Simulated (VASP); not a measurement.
# In2Te2O (P4/nmm) in VASP: further runs

One crystal, In2Te2O, is run at these levels: PBE; tasks: single point.

Everything below comes from runs of VASP 6.6.1. Logs are shortened: lines on timing, memory, paths and dates and some standing lists are left out, and cuts for length are marked.

## 1. The structure

The structure is tetragonal, space group P4/nmm (No. 129). Conventional cell: a = 3.949 Å, b = 3.949 Å, c = 17.013 Å, α = 90.00°, β = 90.00°, γ = 90.00°. In (site symmetry 4mm) has 5 Te at 2.84 to 2.99 Å as nearest neighbours. Around In (site symmetry 4mm) lie 4 O at 2.24 Å. Te (site symmetry 4mm) is surrounded by 1 In at 2.84 Å. Te (site symmetry 4mm) is surrounded by 4 In at 2.99 Å. Around O (site symmetry -4m2) lie 4 In at 2.24 Å.

The cell was built by a generator and needn't be a form met in nature.

## 2. Single point, PBE

File INCAR:

```
SYSTEM = In2Te2O
PREC = Normal
ENCUT = 520
EDIFF = 1E-5
ISMEAR = 0
SIGMA = 0.15
LREAL = Auto
LASPH = .TRUE.
NELM = 80
ALGO = Fast
ISIF = 2
LWAVE = .FALSE.
LCHARG = .FALSE.
GGA = PE
```

File KPOINTS:

```
regular mesh
0
G
  6 6 2
  0 0 0
```

File POSCAR:

```
In2Te2O
1.0
    3.9487500000      0.0000000000      0.0000000000
    0.0000000000      3.9487500000      0.0000000000
    0.0000000000      0.0000000000     17.0128400000
In Te O
4 4 2
Direct
    0.0000000000      0.5000000000      0.6648710000
    0.5000000000      0.0000000000      0.9382500000
    0.0000000000      0.5000000000      0.0617500000
    0.5000000000      0.0000000000      0.3351290000
    0.0000000000      0.5000000000      0.8318550000
    0.5000000000      0.0000000000      0.6021170000
    0.5000000000      0.0000000000      0.1681450000
    0.0000000000      0.5000000000      0.3978830000
    0.0000000000      0.0000000000      0.0000000000
    0.5000000000      0.5000000000      0.0000000000
```

Potentials or basis: VASP PAW PBE potentials, release 64 (In_d, Te, O).

On the command line:

```bash
$ cat potpaw_PBE.64/In_d/POTCAR potpaw_PBE.64/Te/POTCAR potpaw_PBE.64/O/POTCAR > POTCAR
$ mpirun -np 1 vasp_std > vasp.out
```

OUTCAR:

```text
SYSTEM = In2Te2O
   PREC = Normal
   ENCUT = 520
   EDIFF = 1E-5
   ISMEAR = 0
   LREAL = Auto
   LASPH = .TRUE.
   NELM = 80
   ISIF = 2
   GGA = PE

 ion  position               nearest neighbor table
   1  0.000  0.500  0.665-   5 2.84   6 2.99   6 2.99   6 2.99   6 2.99
   2  0.500  0.000  0.938-   9 2.24  10 2.24  10 2.24   9 2.24   5 3.33   5 3.33   5 3.33   5 3.33
                             3 3.49   3 3.49   3 3.49   3 3.49
   3  0.000  0.500  0.062-   9 2.24  10 2.24   9 2.24  10 2.24   7 3.33   7 3.33   7 3.33   7 3.33
                             2 3.49   2 3.49   2 3.49   2 3.49
   4  0.500  0.000  0.335-   7 2.84   8 2.99   8 2.99   8 2.99   8 2.99
   5  0.000  0.500  0.832-   1 2.84   2 3.33   2 3.33   2 3.33   2 3.33
   6  0.500  0.000  0.602-   1 2.99   1 2.99   1 2.99   1 2.99
   7  0.500  0.000  0.168-   4 2.84   3 3.33   3 3.33   3 3.33   3 3.33
   8  0.000  0.500  0.398-   4 2.99   4 2.99   4 2.99   4 2.99
   9  0.000  0.000  0.000-   2 2.24   3 2.24   3 2.24   2 2.24
  10  0.500  0.500  0.000-   2 2.24   3 2.24   2 2.24   3 2.24

  LATTYP: Found a simple tetragonal cell.
 ALAT       =     3.9487500000
 C/A-ratio  =     4.3084115226

  Lattice vectors:

 A1 = (   3.9487500000,   0.0000000000,   0.0000000000)
 A2 = (   0.0000000000,   3.9487500000,   0.0000000000)
 A3 = (   0.0000000000,   0.0000000000,  17.0128400000)

Analysis of symmetry for initial positions (statically):
=====================================================================
 Subroutine PRICEL returns:
 Original cell was already a primitive cell.

 Routine SETGRP: Setting up the symmetry group for a
 simple tetragonal supercell.

 Subroutine GETGRP returns: Found 16 space group operations
 (whereof  8 operations were pure point group operations)
 out of a pool of 16 trial point group operations.

The static configuration has the point symmetry D_2d.
 The point group associated with its full space group is D_4h.

Analysis of symmetry for dynamics (positions and initial velocities):
=====================================================================
 Subroutine PRICEL returns:
 Original cell was already a primitive cell.

 Routine SETGRP: Setting up the symmetry group for a
 simple tetragonal supercell.

 Subroutine GETGRP returns: Found 16 space group operations
 (whereof  8 operations were pure point group operations)
 out of a pool of 16 trial point group operations.

The dynamic configuration has the point symmetry D_2d.
 The point group associated with its full space group is D_4h.

 Subroutine INISYM returns: Found 16 space group operations
 (whereof  8 operations are pure point group operations),
 and found     1 'primitive' translations

----------------------------------------------------------------------------------------

                                     Primitive cell

  volume of cell :     265.2749

  direct lattice vectors                    reciprocal lattice vectors
     3.948750000  0.000000000  0.000000000     0.253244698  0.000000000  0.000000000
     0.000000000  3.948750000  0.000000000     0.000000000  0.253244698  0.000000000
     0.000000000  0.000000000 17.012840000     0.000000000  0.000000000  0.058779134

  length of vectors
     3.948750000  3.948750000 17.012840000     0.253244698  0.253244698  0.058779134

  position of ions in fractional coordinates (direct lattice)
     0.000000000  0.500000000  0.664871000
     0.500000000  0.000000000  0.938250000
     0.000000000  0.500000000  0.061750000
     0.500000000  0.000000000  0.335129000
     0.000000000  0.500000000  0.831855000
     0.500000000  0.000000000  0.602117000
     0.500000000  0.000000000  0.168145000
     0.000000000  0.500000000  0.397883000
     0.000000000  0.000000000  0.000000000
     0.500000000  0.500000000  0.000000000

  ion indices of the primitive-cell ions
   primitive index   ion index
                 1           1
                 2           2
                 3           3
                 4           4
                 5           5
                 6           6
                 7           7
                 8           8
                 9           9
                10          10

----------------------------------------------------------------------------------------

 KPOINTS: regular mesh

Automatic generation of k-mesh.
 Grid dimensions read from file:
 generate k-points for:    6    6    2

 Generating k-lattice:

  Cartesian coordinates                     Fractional coordinates (reciprocal lattice)
     0.042207450  0.000000000  0.000000000     0.166666667  0.000000000  0.000000000
     0.000000000  0.042207450  0.000000000     0.000000000  0.166666667  0.000000000
     0.000000000  0.000000000  0.029389567     0.000000000  0.000000000  0.500000000

  Length of vectors
     0.042207450  0.042207450  0.029389567

  Shift w.r.t. Gamma in fractional coordinates (k-lattice)
     0.000000000  0.000000000  0.000000000

 Subroutine IBZKPT returns following result:
 ===========================================

 Found     20 irreducible k-points:

 Following reciprocal coordinates:
            Coordinates               Weight
  0.000000  0.000000  0.000000      1.000000
  0.166667  0.000000  0.000000      4.000000
  0.333333  0.000000  0.000000      4.000000
  0.500000  0.000000  0.000000      2.000000
  0.166667  0.166667  0.000000      4.000000
  0.333333  0.166667  0.000000      8.000000
[... 12 lines left out ...]
  0.500000  0.333333  0.500000      4.000000
  0.500000  0.500000  0.500000      1.000000
   k-points           NKPTS =     20   k-points in BZ     NKDIM =     20   number of bands    NBANDS=     52
   number of dos      NEDOS =    301   number of ions     NIONS =     10
   total plane-waves  NPLWV =  55296
   dimension x,y,z NGX =    24 NGY =   24 NGZ =   96
   dimension x,y,z NGXF=    48 NGYF=   48 NGZF=  192
   ions per type =               4   4   2
   NGX,Y,Z   is equivalent  to a cutoff of  10.10, 10.10,  9.38 a.u.
   NGXF,Y,Z  is equivalent  to a cutoff of  20.21, 20.21, 18.76 a.u.
 SYSTEM =  In2Te2O
   PREC   = normal    normal or accurate (medium, high low for compatibility)
   ISTART =      0    job   : 0-new  1-cont  2-samecut
   ICHARG =      2    charge: 1-file 2-atom 10-const
   ISPIN  =      1    spin polarized calculation?
   LNONCOLLINEAR =      F non collinear calculations
   LSORBIT =      F    spin-orbit coupling
   LASPH  =      T    aspherical Exc in radial PAW
   ENCUT  =  520.0 eV  38.22 Ry    6.18 a.u.   7.34  7.34 31.63*2*pi/ulx,y,z
   NELM   =     80;   NELMIN=  2; NELMDL= -5     # of ELM steps
   EDIFF  = 0.1E-04   stopping-criterion for ELM
   LREAL  =      T    real-space projection
   EDIFFG = 0.1E-03   stopping-criterion for IOM
   NSW    =      0    number of steps for IOM
   IBRION =     -1    ionic relax: 0-MD 1-quasi-New 2-CG
   NFREE  =      0    steps in history (QN), initial steepest desc. (CG)
   ISIF   =      2    stress and relaxation
   ISYM   =      2    0-nonsym 1-usesym 2-fastsym
   POTIM  = 0.5000    time-step for ionic-motion
   TEBEG  =    0.0;   TEEND  =   0.0 temperature during run
   PSTRESS=    0.0 pullay stress
   NELECT =      88.0000    total number of electrons
   NUPDOWN=      -1.0000    fix difference up-down
   EMIN   =  10.00;   EMAX   =-10.00  energy-range for DOS
   EFERMI =   0.00;   METHOD = LEGACY
   ISMEAR =     0;   SIGMA  =   0.15  broadening in eV -4-tet -1-fermi 0-gaus
   EFERMI_NEDOS =   21; number of points for ismear=-14 and -15
   IALGO  =     68    algorithm
   IMIX   =      4    mixing-type and parameters
     AMIX     =   0.40;   BMIX     =  1.00
     AMIX_MAG =   1.60;   BMIX_MAG =  1.00
  volume/ion in A,a.u.               =      26.53       179.02
  Fermi-wavevector in a.u.,A,eV,Ry     =   1.133279  2.141588 17.474267  1.284322
  Thomas-Fermi vector in A             =   2.269982
   LORBIT       =      0    0 simple, 1 ext, 2 COOP (PROOUT), +10 PAW based schemes
   GGA     = PE    functional components
   LHFCALC =     F    Hartree Fock is set to
   AEXX    =    0.0000 exact exchange contribution
   IVDW    =     0    specifies the selected vdW correction
   LEPSILON=     F    determine dielectric tensor
   LRPA    =     F    only Hartree local field effects (RPA)
 non-spin polarized calculation
 RMM-DIIS sequential band-by-band and
 Gauss-broadening in eV      SIGMA  =   0.15
  energy-cutoff  :      520.00
  volume of cell :      265.27
 maximum number of plane-waves:      7231
   NGX = 15   NGY = 15   NGZ = 63

 number of electron      88.0000056 magnetization

 Free energy of the ion-electron system (eV)
  ---------------------------------------------------
  ext. energy  EPLUGINS =         0.00000000
  ---------------------------------------------------
  free energy    TOTEN  =       -37.91056250 eV

  energy without entropy =      -37.86102609  energy(sigma->0) =      -37.88579430

 E-fermi :   5.5583     XC(G=0):  -9.3799

 val. band max:        5.5358537422   @ k =   0.0000   0.0000   0.5000
 cond. band min:       5.5676655395   @ k =   0.1667   0.0000   0.0000
 fundamental gap:      0.0318117973
 Fermi energy:         5.5583079012

 k-point     1 :       0.0000    0.0000    0.0000
  band No.  band energies     occupation
      1     -13.3195      2.00000
      2     -12.4520      2.00000
      3      -9.0091      2.00000
      4      -9.0080      2.00000
      5      -8.9302      2.00000
      6      -8.9302      2.00000
[... 44 lines left out ...]
     51      10.1319      0.00000
     52      10.2726      0.00000

 k-point     2 :       0.1667    0.0000    0.0000
  band No.  band energies     occupation
      1     -13.2440      2.00000
      2     -12.4914      2.00000
      3      -8.9984      2.00000
      4      -8.9970      2.00000
      5      -8.9236      2.00000
      6      -8.9168      2.00000
[... 982 lines left out ...]
 k-point    20 :       0.5000    0.5000    0.5000
  band No.  band energies     occupation
      1     -12.7273      2.00000
      2     -12.7273      2.00000
      3      -9.0635      2.00000
      4      -9.0635      2.00000
      5      -8.9299      2.00000
      6      -8.9299      2.00000
[... 44 lines left out ...]
     51       8.8515      0.00000
     52       8.8522      0.00000

------------------------ aborting loop because EDIFF is reached ----------------------------------------

  FORCE on cell =-STRESS in cart. coord.  units (eV):
  Direction    XX          YY          ZZ          XY          YZ          ZX
  --------------------------------------------------------------------------------------
  -------------------------------------------------------------------------------------
  Total       -0.1603732     -0.1603732      0.8177430      0.0000000      0.0000000      0.0000000
  in kB       -0.9686038     -0.9686038      4.9389127      0.0000000      0.0000000      0.0000000
  external PRESSURE =       1.0005684 kB  Pullay stress =       0.0000000 kB

 VOLUME and BASIS-vectors are now :
 -----------------------------------------------------------------------------
  energy-cutoff  :      520.00
  volume of cell :      265.27
      direct lattice vectors                 reciprocal lattice vectors
     3.948750000  0.000000000  0.000000000     0.253244698  0.000000000  0.000000000
     0.000000000  3.948750000  0.000000000     0.000000000  0.253244698  0.000000000
     0.000000000  0.000000000 17.012840000     0.000000000  0.000000000  0.058779134

 POSITION                                       TOTAL-FORCE (eV/Angst)
 -----------------------------------------------------------------------------------
      0.00000      1.97437     11.31134         0.000000      0.000000     -0.157737
      1.97437      0.00000     15.96230         0.000000      0.000000      0.085223
      0.00000      1.97437      1.05054        -0.000000     -0.000000     -0.085223
      1.97437      0.00000      5.70150        -0.000000      0.000000      0.157737
      0.00000      1.97437     14.15222        -0.000000      0.000000      0.084102
      1.97437      0.00000     10.24372         0.000000      0.000000      0.055496
      1.97437      0.00000      2.86062         0.000000     -0.000000     -0.084102
      0.00000      1.97437      6.76912         0.000000      0.000000     -0.055496
      0.00000      0.00000      0.00000         0.000000      0.000000      0.000000
      1.97437      1.97437      0.00000         0.000000     -0.000000      0.000000
 -----------------------------------------------------------------------------------
    total drift:                                0.000000      0.000000      0.000000

  FREE ENERGIE OF THE ION-ELECTRON SYSTEM (eV)
  ---------------------------------------------------
  free  energy   TOTEN  =       -37.9105625008 eV

  energy  without entropy=      -37.8610260936  energy(sigma->0) =      -37.88579430
```

Wall time 2.3 min (1 thread of Intel Xeon Platinum 8259CL at 2.50GHz (Skylake/Cascade Lake), shared host); peak memory 0.33 GiB.

What came out:

```
Free energy            : -37.9106 eV
Pressure               : 0.1 GPa
Largest force          : 0.158 eV/Å
Band gap on the k mesh : none (metal or under the smearing width)
```

Forces on the atoms (eV/Å):
```
In   0.000  0.000 -0.158
In   0.000  0.000  0.085
In   0.000  0.000 -0.085
In   0.000  0.000  0.158
Te   0.000  0.000  0.084
Te   0.000  0.000  0.055
Te   0.000  0.000 -0.084
Te   0.000  0.000 -0.055
O    0.000  0.000  0.000
O    0.000  0.000  0.000
```

Levels at points of the mesh, in eV from the Fermi level:
| k point | band 40 | band 41 | band 42 | band 43 | band 44 | band 45 | band 46 | band 47 | band 48 | band 49 |
| --- | --- | --- | --- | --- | --- | --- | --- | --- | --- | --- |
| (0.00, 0.00, 0.00) | -1.00 | -0.56 | -0.30 | -0.30 | -0.09 | -0.09 | 0.63 | 0.67 | 1.08 | 3.20 |
| (0.50, 0.00, 0.00) | -1.65 | 0.07 | 0.07 | 0.24 | 0.24 | 1.44 | 1.44 | 1.95 | 1.95 | 3.58 |
| (0.50, 0.50, 0.00) | -1.87 | -1.59 | -1.59 | -1.33 | -1.33 | -0.68 | -0.68 | -0.45 | -0.45 | 2.68 |
| (0.00, 0.00, 0.50) | -1.14 | -0.32 | -0.32 | -0.07 | -0.07 | -0.02 | 0.45 | 0.64 | 1.06 | 3.10 |
| (0.50, 0.00, 0.50) | -1.83 | 0.07 | 0.07 | 0.24 | 0.24 | 1.59 | 1.59 | 1.80 | 1.80 | 3.61 |
| (0.50, 0.50, 0.50) | -1.89 | -1.59 | -1.59 | -1.26 | -1.26 | -0.88 | -0.88 | -0.31 | -0.31 | 2.89 |

Caveat: this functional lacks dispersion, which binds the layers, so the pressure and a relaxed spacing across them are unreliable. Spin-orbit coupling is left out, which matters for the levels of Te.

## 3. Single point, PBE

This run uses another cell than the first one, of 35.39 Å³/atom, 1.334 times its volume.

INCAR, as its differences from that of step 2:

```diff
@@ -5,3 +5,3 @@
 ISMEAR = 0
-SIGMA = 0.15
+SIGMA = 0.05
 LREAL = Auto
```

File KPOINTS:

```
regular mesh
0
G
  5 5 2
  0 0 0
```

File POSCAR:

```
In2Te2O
1.0
    4.4337180000      0.0000000000      0.0000000000
   -4.4337180000      7.6794260000      0.0000000000
    0.0000000000      0.0000000000     10.3929400000
In Te O
4 4 2
Direct
    0.0000000000      0.0000000000      0.8101560000
    0.0000000000      0.5000000000      0.8101560000
    0.0000000000      0.0000000000      0.1898440000
    0.0000000000      0.5000000000      0.1898440000
    0.3333330000      0.3333335000      0.3149000000
    0.3333330000      0.8333335000      0.3149000000
    0.6666670000      0.1666665000      0.6851000000
    0.6666670000      0.6666665000      0.6851000000
    0.0000000000      0.0000000000      0.0000000000
    0.0000000000      0.5000000000      0.0000000000
```

Potentials or basis: VASP PAW PBE potentials, release 64 (In_d, Te, O).

On the command line:

```bash
$ cat potpaw_PBE.64/In_d/POTCAR potpaw_PBE.64/Te/POTCAR potpaw_PBE.64/O/POTCAR > POTCAR
$ mpirun -np 1 vasp_std > vasp.out
```

OUTCAR:

```text
SYSTEM = In2Te2O
   PREC = Normal
   ENCUT = 520
   EDIFF = 1E-5
   ISMEAR = 0
   LREAL = Auto
   LASPH = .TRUE.
   NELM = 80
   ISIF = 2
   GGA = PE

 ion  position               nearest neighbor table
   1  0.000  0.000  0.810-   9 1.97   7 2.87   7 2.87   8 2.87   3 3.95
   2  0.000  0.500  0.810-  10 1.97   8 2.87   8 2.87   7 2.87   4 3.95
   3  0.000  0.000  0.190-   9 1.97   6 2.87   6 2.87   5 2.87   1 3.95
   4  0.000  0.500  0.190-  10 1.97   5 2.87   5 2.87   6 2.87   2 3.95
   5  0.333  0.333  0.315-   4 2.87   4 2.87   3 2.87
[... 1218 lines left out ...]
  in kB        0.4828077     -0.3510835      0.0362656      0.0000000      0.0962473      0.0000000
  external PRESSURE =       0.0559966 kB  Pullay stress =       0.0000000 kB

 VOLUME and BASIS-vectors are now :
 -----------------------------------------------------------------------------
  energy-cutoff  :      520.00
  volume of cell :      353.86
      direct lattice vectors                 reciprocal lattice vectors
     4.433718000  0.000000000  0.000000000     0.225544340  0.130218066  0.000000000
    -4.433718000  7.679426000  0.000000000     0.000000000  0.130218066  0.000000000
     0.000000000  0.000000000 10.392940000     0.000000000  0.000000000  0.096219164

 POSITION                                       TOTAL-FORCE (eV/Angst)
 -----------------------------------------------------------------------------------
      0.00000      0.00000      8.41990         0.000000     -0.002537      0.006324
     -2.21686      3.83971      8.41990         0.000000     -0.002537      0.006324
      0.00000      0.00000      1.97304        -0.000000      0.002537     -0.006324
     -2.21686      3.83971      1.97304        -0.000000      0.002537     -0.006324
     -0.00000      2.55981      3.27274        -0.000000     -0.016783      0.007258
     -2.21686      6.39952      3.27274        -0.000000     -0.016783      0.007258
      2.21686      1.27990      7.12020         0.000000      0.016783     -0.007258
      0.00000      5.11962      7.12020         0.000000      0.016783     -0.007258
      0.00000      0.00000      0.00000        -0.000000     -0.000000      0.000000
     -2.21686      3.83971      0.00000         0.000000     -0.000000      0.000000
 -----------------------------------------------------------------------------------
    total drift:                               -0.000000      0.000000      0.000000

  FREE ENERGIE OF THE ION-ELECTRON SYSTEM (eV)
  ---------------------------------------------------
  free  energy   TOTEN  =       -38.4608997367 eV

  energy  without entropy=      -38.4608997367  energy(sigma->0) =      -38.46089974
```

stdout:

```text
POSCAR found type information on POSCAR InTeO
 POSCAR found :  3 types and      10 ions
 scaLAPACK will be used
 LDA part: xc-table for (Slater+PW92), standard interpolation
 POSCAR, INCAR and KPOINTS ok, starting setup
 FFT: planning ... GRIDC
 FFT: planning ... GRID_SOFT
 FFT: planning ... GRID
 WAVECAR not read
 entering main loop
```

It took 3.2 min on 1 thread of Intel Xeon Platinum 8259CL at 2.50GHz (Skylake/Cascade Lake), shared host; peak memory 0.38 GiB.

What came out:

| Property | Result |
| --- | --- |
| Free energy | -38.4609 eV |
| Pressure | 0.0 GPa |
| Largest force | 0.018 eV/Å |
| Band gap on the k mesh | 1.04 eV |

Forces in eV/Å, atoms in the order of the input:
```
In   0.000 -0.003  0.006
In   0.000 -0.003  0.006
In   0.000  0.003 -0.006
In   0.000  0.003 -0.006
Te   0.000 -0.017  0.007
Te   0.000 -0.017  0.007
Te   0.000  0.017 -0.007
Te   0.000  0.017 -0.007
O    0.000  0.000  0.000
O    0.000  0.000  0.000
```

Caveat: spin-orbit coupling is left out, which moves the levels of the heavy elements; an odd mesh through Γ misses points on the zone boundary, where band edges often lie; this functional lacks dispersion, which binds the layers, so the pressure and a relaxed spacing across them are unreliable.
